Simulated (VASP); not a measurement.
Consider the following.

```xyz
2
Lattice="0.0000 2.7220 2.7220 2.7220 0.0000 2.7220 2.7220 2.7220 0.0000" Properties=species:S:1:pos:R:3 pbc="T T T"
Zn     0.0000     0.0000     0.0000
S      1.3610     1.3610     1.3610
```

The numbers are results of PW91 GGA, VASP's PBE PAW potentials (set 64) (plane waves; VASP), not measurements. Numerical set-up: 520 eV cut-off, 8×8×8 Γ-centred mesh, Gaussian smearing of 0.050 eV, potentials Zn S.

Estimate the energy per atom (σ→0), band gap (on the k-mesh) with the smallest direct gap where there is one.

The band gap (on the k-mesh) is 2.01 eV, the smallest direct gap (on the k-mesh) is 2.01 eV and the energy per atom (σ→0) is -3.447 eV/atom.

The absolute energy has meaning only against runs of the same code, potentials and settings.

The compound is ZnS in the zinc blende structure. It was relaxed first.
